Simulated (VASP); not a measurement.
All values below come from G0W0 on PBE orbitals, VASP's PBE PAW potentials (set 64) (plane waves; VASP 6.6.1).

A VASP calculation is set up with these files.

File POSCAR:
```
InP
1
    0.0000000000     2.9350000000     2.9350000000
    2.9350000000     0.0000000000     2.9350000000
    2.9350000000     2.9350000000     0.0000000000
In P
1 1
Direct
  0.0000000000   0.0000000000   0.0000000000
  0.2500000000   0.2500000000   0.2500000000
```

### INCAR
```
SYSTEM = InP
PREC = Normal; ENCUT = 500; LREAL = .FALSE.
LASPH = .TRUE.; NBANDS = 128
ALGO = EVGW0
ISMEAR = 0; SIGMA = 0.01
GGA = PE
LWAVE = .TRUE.; LCHARG = .FALSE.
ENCUTGW = 180; NELMGW = 1; NOMEGA = 64
NBANDSGW = 19; LSPECTRALGW = .TRUE.
```

### KPOINTS
```
Automatic mesh
0
Gamma
6 6 6
0 0 0
```

POTCAR, in this order: In_d_GW P_GW (PBE.64 set). Program: vasp_std. Read from the step before: W*.

The resulting files:

**OSZICAR**
```
energies w=
    0.000    0.000    0.285    0.000    0.570    0.000    0.853    0.000
    1.134    0.000    1.413    0.000    1.689    0.000    1.962    0.000
    2.231    0.000    2.497    0.000    2.759    0.000    3.017    0.000
    3.272    0.000    3.523    0.000    3.772    0.000    4.017    0.000
    4.260    0.000    4.500    0.000    4.739    0.000    4.977    0.000
    5.213    0.000    5.450    0.000    5.686    0.000    5.924    0.000
    6.163    0.000    6.404    0.000    6.647    0.000    6.895    0.000
    7.146    0.000    7.402    0.000    7.665    0.000    7.934    0.000
    8.212    0.000    8.499    0.000    8.796    0.000    9.106    0.000
    9.430    0.000    9.770    0.000   10.128    0.000   10.507    0.000
   10.909    0.000   11.340    0.000   11.801    0.000   12.300    0.000
   12.840    0.000   13.431    0.000   14.079    0.000   14.796    0.000
   15.596    0.000   16.493    0.000   17.511    0.000   18.676    0.000
   20.024    0.000   21.604    0.000   23.483    0.000   25.754    0.000
   28.554    0.000   32.094    0.000   36.705    0.000   42.954    0.000
   51.890    0.000   65.692    0.000   89.762    0.000  142.177    0.000
NQ=   1    0.0000    0.0000    0.0000,
 performed        540000 updates of chi_q(r,r)
NQ=   2    0.1667    0.0000    0.0000,
 performed       1411000 updates of chi_q(r,r)
NQ=   3    0.3333    0.0000    0.0000,
 performed       2282000 updates of chi_q(r,r)
NQ=   4    0.5000    0.0000    0.0000,
 performed       3036000 updates of chi_q(r,r)
NQ=   5    0.1667    0.1667    0.0000,
 performed       3907000 updates of chi_q(r,r)
NQ=   6    0.3333    0.1667    0.0000,
 performed       5196000 updates of chi_q(r,r)
NQ=   7    0.5000    0.1667    0.0000,
 performed       6485000 updates of chi_q(r,r)
NQ=   8   -0.3333    0.1667    0.0000,
 performed       7774000 updates of chi_q(r,r)
NQ=   9   -0.1667    0.1667    0.0000,
 performed       8907000 updates of chi_q(r,r)
NQ=  10    0.3333    0.3333    0.0000,
 performed       9778000 updates of chi_q(r,r)
NQ=  11    0.5000    0.3333    0.0000,
 performed      11067000 updates of chi_q(r,r)
NQ=  12   -0.3333    0.3333    0.0000,
 performed      12200000 updates of chi_q(r,r)
NQ=  13    0.5000    0.5000    0.0000,
 performed      12886000 updates of chi_q(r,r)
NQ=  14    0.5000    0.3333    0.1667,
 performed      14321000 updates of chi_q(r,r)
NQ=  15   -0.3333    0.3333    0.1667,
 performed      15678000 updates of chi_q(r,r)
NQ=  16   -0.3333    0.5000    0.1667,
 performed      16816000 updates of chi_q(r,r)
 resolving degeneracies of screened two electron integrals
```

File OUTCAR:
```


 k-point   1 :       0.0000    0.0000    0.0000
  band No.  KS-energies  QP-energies   sigma(KS)   V_xc(KS)     V^pw_x(r,r')   Z            occupation Imag(sigma)

      1     -10.3247     -12.3088     -19.4504     -16.5963     -25.3232       0.6952       2.0000       0.2103
      2     -10.3247     -12.3088     -19.4504     -16.5963     -25.3232       0.6952       2.0000       0.2103
      3     -10.3247     -12.3088     -19.4504     -16.5963     -25.3232       0.6952       2.0000       0.2103
      4     -10.1757     -12.1988     -19.5896     -16.6850     -25.3523       0.6965       2.0000       0.1410
      5     -10.1757     -12.1988     -19.5896     -16.6850     -25.3523       0.6965       2.0000       0.1410
      6      -7.6126      -7.9376     -11.8364     -11.2974     -18.2667       0.6030       2.0000       0.8507
      7       3.8751       3.4309     -12.8308     -12.2315     -13.8256       0.7412       2.0000       0.0425
      8       3.8751       3.4309     -12.8308     -12.2315     -13.8256       0.7412       2.0000       0.0425
      9       3.8751       3.4309     -12.8308     -12.2315     -13.8256       0.7412       2.0000       0.0425
     10       4.5573       4.6791     -10.7578     -10.9171      -7.2020       0.7648       0.0000      -0.0453
     11       7.9607       8.1338      -9.7606      -9.9899      -5.5474       0.7548       0.0000      -0.0690
     12       7.9607       8.1338      -9.7606      -9.9899      -5.5474       0.7548       0.0000      -0.0690
     13       7.9607       8.1338      -9.7606      -9.9899      -5.5474       0.7548       0.0000      -0.0690
     14      12.4344      12.3429      -8.2290      -8.1067      -2.8534       0.7482       0.0000      -0.2532
     15      13.2806      13.4838      -9.9329     -10.2093      -4.5801       0.7354       0.0000      -0.2637
     16      13.2806      13.4838      -9.9329     -10.2093      -4.5801       0.7354       0.0000      -0.2637
     17      15.0584      14.8672      -7.8600      -7.6024      -2.2813       0.7421       0.0000      -0.4241
     18      15.0584      14.8672      -7.8600      -7.6024      -2.2813       0.7421       0.0000      -0.4241
     19      15.0584      14.8672      -7.8600      -7.6024      -2.2813       0.7421       0.0000      -0.4241

 k-point   2 :       0.1667    0.0000    0.0000
  band No.  KS-energies  QP-energies   sigma(KS)   V_xc(KS)     V^pw_x(r,r')   Z            occupation Imag(sigma)

      1     -10.3557     -12.2992     -19.3266     -16.5208     -25.2439       0.6927       2.0000       0.2223
      2     -10.3125     -12.3003     -19.4668     -16.6102     -25.3362       0.6959       2.0000       0.2094
      3     -10.3125     -12.3003     -19.4668     -16.6102     -25.3362       0.6959       2.0000       0.2094
      4     -10.1752     -12.1997     -19.5878     -16.6846     -25.3531       0.6973       2.0000       0.1418
      5     -10.1752     -12.1997     -19.5878     -16.6846     -25.3531       0.6973       2.0000       0.1418
      6      -7.3021      -7.6620     -12.0183     -11.4370     -18.3000       0.6190       2.0000       0.8392
      7       1.6944       1.2239     -12.1382     -11.4909     -13.6318       0.7270       2.0000       0.0670
      8       3.5729       3.1122     -12.6511     -12.0280     -13.7396       0.7394       2.0000       0.0449
      9       3.5729       3.1122     -12.6511     -12.0280     -13.7396       0.7394       2.0000       0.0449
     10       5.6575       5.7851     -10.6436     -10.8118      -6.9569       0.7590       0.0000      -0.0503
     11       8.3590       8.4805     -10.0294     -10.1924      -5.6805       0.7450       0.0000      -0.0793
     12       8.3970       8.5801      -9.8893     -10.1339      -5.5299       0.7485       0.0000      -0.0768
     13       8.3970       8.5801      -9.8893     -10.1339      -5.5299       0.7485       0.0000      -0.0768
     14      12.4692      12.5605      -9.2669      -9.3902      -4.1247       0.7412       0.0000      -0.2265
     15      12.4692      12.5605      -9.2669      -9.3902      -4.1247       0.7412       0.0000      -0.2265
     16      13.3463      13.2065      -8.0200      -7.8328      -2.5895       0.7465       0.0000      -0.3084
     17      14.7731      14.6364      -8.1719      -7.9882      -2.6046       0.7443       0.0000      -0.3992
     18      16.9232      16.8579      -8.6395      -8.5512      -2.6966       0.7396       0.0000      -0.5723
     19      16.9232      16.8579      -8.6395      -8.5512      -2.6966       0.7396       0.0000      -0.5723

 k-point   3 :       0.3333    0.0000    0.0000
  band No.  KS-energies  QP-energies   sigma(KS)   V_xc(KS)     V^pw_x(r,r')   Z            occupation Imag(sigma)

      1     -10.4134     -12.2946     -19.1304     -16.3998     -25.1189       0.6889       2.0000       0.2427
      2     -10.2931     -12.2858     -19.4895     -16.6273     -25.3491       0.6962       2.0000       0.2055
      3     -10.2931     -12.2858     -19.4895     -16.6273     -25.3491       0.6962       2.0000       0.2055
      4     -10.1688     -12.1912     -19.5958     -16.6954     -25.3682       0.6973       2.0000       0.1438
      5     -10.1688     -12.1912     -19.5958     -16.6954     -25.3682       0.6973       2.0000       0.1438
      6      -6.5009      -6.9124     -12.4549     -11.8194     -18.4028       0.6475       2.0000       0.7823
      7      -0.6750      -1.1942     -11.6677     -10.9165     -14.4361       0.6911       2.0000       0.1674
      8       3.1040       2.6152     -12.4657     -11.8016     -13.7463       0.7360       2.0000       0.0495
      9       3.1040       2.6152     -12.4657     -11.8016     -13.7463       0.7360       2.0000       0.0495
     10       5.5158       5.6468     -10.2018     -10.3731      -6.4417       0.7648       0.0000      -0.0509
     11       8.7368       8.8968      -9.6858      -9.9007      -5.2233       0.7443       0.0000      -0.0834
     12       8.7368       8.8968      -9.6858      -9.9007      -5.2233       0.7443       0.0000      -0.0834
     13      10.1299      10.1864      -9.8959      -9.9742      -4.7952       0.7210       0.0000      -0.1496
     14      12.7592      12.5868      -7.8317      -7.6016      -2.5556       0.7494       0.0000      -0.2630
     15      12.9430      13.0546      -9.5441      -9.6953      -4.1749       0.7381       0.0000      -0.2803
     16      12.9430      13.0546      -9.5441      -9.6953      -4.1749       0.7381       0.0000      -0.2803
     17      17.6808      17.7164      -9.4939      -9.5426      -3.1761       0.7307       0.0000      -0.6995
     18      18.8338      18.9323      -9.9290     -10.0638      -3.3328       0.7302       0.0000      -0.8521
     19      18.8338      18.9323      -9.9290     -10.0638      -3.3328       0.7302       0.0000      -0.8521

 k-point   4 :       0.5000    0.0000    0.0000
  band No.  KS-energies  QP-energies   sigma(KS)   V_xc(KS)     V^pw_x(r,r')   Z            occupation Imag(sigma)

      1     -10.4405     -12.2954     -19.0505     -16.3497     -25.0680       0.6868       2.0000       0.2517
      2     -10.2866     -12.2811     -19.4944     -16.6292     -25.3477       0.6961       2.0000       0.2025
      3     -10.2866     -12.2811     -19.4944     -16.6292     -25.3477       0.6961       2.0000       0.2025
      4     -10.1623     -12.1874     -19.6072     -16.7079     -25.3840       0.6985       2.0000       0.1455
      5     -10.1623     -12.1874     -19.6072     -16.7079     -25.3840       0.6985       2.0000       0.1455
      6      -5.9048      -6.3305     -12.8697     -12.2214     -18.6098       0.6566       2.0000       0.7177
      7      -1.8332      -2.3602     -11.2141     -10.4447     -14.5240       0.6849       2.0000       0.2709
      8       2.9100       2.4103     -12.4079     -11.7276     -13.7720       0.7345       2.0000       0.0515
      9       2.9100       2.4103     -12.4079     -11.7276     -13.7720       0.7345       2.0000       0.0515
     10       5.3606       5.4840     -10.1780     -10.3390      -6.4551       0.7662       0.0000      -0.0501
     11       8.6790       8.8176      -9.5044      -9.6899      -5.0812       0.7471       0.0000      -0.0816
     12       8.6790       8.8176      -9.5044      -9.6899      -5.0812       0.7471       0.0000      -0.0816
     13      10.9705      10.8582      -8.7398      -8.5845      -3.4943       0.7235       0.0000      -0.1846
     14      13.3301      13.2865      -8.9685      -8.9090      -3.3120       0.7325       0.0000      -0.3208
     15      14.4598      14.6631     -10.0709     -10.3492      -4.1978       0.7305       0.0000      -0.4162
     16      14.4598      14.6631     -10.0709     -10.3492      -4.1978       0.7305       0.0000      -0.4162
     17      16.1721      16.3534     -10.1173     -10.3652      -3.8766       0.7310       0.0000      -0.6357
     18      16.5303      16.5227      -9.6553      -9.6449      -3.5374       0.7352       0.0000      -0.6229
     19      16.5303      16.5227      -9.6553      -9.6449      -3.5374       0.7352       0.0000      -0.6229

 k-point   5 :       0.1667    0.1667    0.0000
  band No.  KS-energies  QP-energies   sigma(KS)   V_xc(KS)     V^pw_x(r,r')   Z            occupation Imag(sigma)

      1     -10.3777     -12.3107     -19.2838     -16.4922     -25.2168       0.6924       2.0000       0.2284
      2     -10.2999     -12.2894     -19.4840     -16.6249     -25.3501       0.6958       2.0000       0.2071
      3     -10.2999     -12.2894     -19.4840     -16.6249     -25.3501       0.6958       2.0000       0.2071
      4     -10.1863     -12.2058     -19.5670     -16.6662     -25.3337       0.6962       2.0000       0.1426
      5     -10.1671     -12.1951     -19.5984     -16.6950     -25.3647       0.6985       2.0000       0.1422
      6      -7.2001      -7.5655     -12.0605     -11.4720     -18.2981       0.6209       2.0000       0.8354
      7       1.7253       1.2814     -12.3546     -11.7454     -13.7646       0.7286       2.0000       0.0647
      8       3.0669       2.5786     -12.3264     -11.6633     -13.5738       0.7366       2.0000       0.0496
      9       3.0669       2.5786     -12.3264     -11.6633     -13.5738       0.7366       2.0000       0.0496
     10       6.5069       6.6774     -11.2067     -11.4350      -7.3260       0.7464       0.0000      -0.0570
     11       7.0010       7.0584      -9.2031      -9.2781      -5.2453       0.7664       0.0000      -0.0603
     12       9.1514       9.3464     -10.1950     -10.4593      -5.6021       0.7376       0.0000      -0.0955
     13       9.1514       9.3464     -10.1950     -10.4593      -5.6021       0.7376       0.0000      -0.0955
...
```
(Selected blocks of OUTCAR.)

The mesh is coarse and the basis finite, so the quasiparticle values are not converged.

The compound is InP in the zinc blende structure. The cell was not relaxed at this level.
